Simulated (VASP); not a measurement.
A run of VASP 6.6.1 is set up as follows.

File INCAR:

```
PREC     = Accurate       # precision mode
ENCUT    = 520            # plane-wave cutoff, eV
EDIFF    = 1E-6           # SCF threshold, eV
ISMEAR   = 0              # smearing method
SIGMA    = 0.01           # smearing width, eV
LREAL    = F              # projectors in reciprocal space
LASPH    = T              # aspherical terms in the spheres
NELM     = 60             # most SCF steps
ALGO     = Normal         # electronic algorithm
ISIF     = 2              # what is computed and relaxed
LWAVE    = F              # write WAVECAR
LCHARG   = F              # write CHGCAR
GGA      = PE             # functional
IVDW     = 2              # dispersion correction
LORBIT   = 11             # projections on sites
```

Contents of KPOINTS:

```
Automatic mesh
0
Gamma
  1 1 1
```

POSCAR

```
H2CNCl
1.0
   12.0000000000      0.0000000000      0.0000000000
    0.0000000000     11.0000000000      0.0000000000
    0.0000000000      0.0000000000     11.0000000000
N C Cl H
1 1 1 2
Direct
    0.4334958300      0.4283136400      0.4688090900
    0.5164708300      0.4878227300      0.5023363600
    0.6224875000      0.4199590900      0.5843727300
    0.3796791700      0.4823863600      0.4218090900
    0.5340041700      0.5838590900      0.4866818200
```

Potentials or basis: VASP PAW PBE potentials, release 64 (N, C, Cl, H).

Run with:

```sh
$ cat potpaw_PBE.64/N/POTCAR potpaw_PBE.64/C/POTCAR potpaw_PBE.64/Cl/POTCAR potpaw_PBE.64/H/POTCAR > POTCAR
$ mpirun -np 1 vasp_gam > vasp.out
```

(1) Predict the Hirshfeld charges.

(2) What does it give for the dispersion energy per atom?

(3) Estimate the gap between the frontier levels.

(4) Estimate the largest force.

Answers

(1) N -0.21; C +0.05; Cl -0.02; H +0.12, +0.06 e.

(2) -0.001 eV.

(3) 5.10 eV.

(4) 0.900 eV/Å.

Caveat: the standard files for N, O and F lose accuracy on very short bonds.
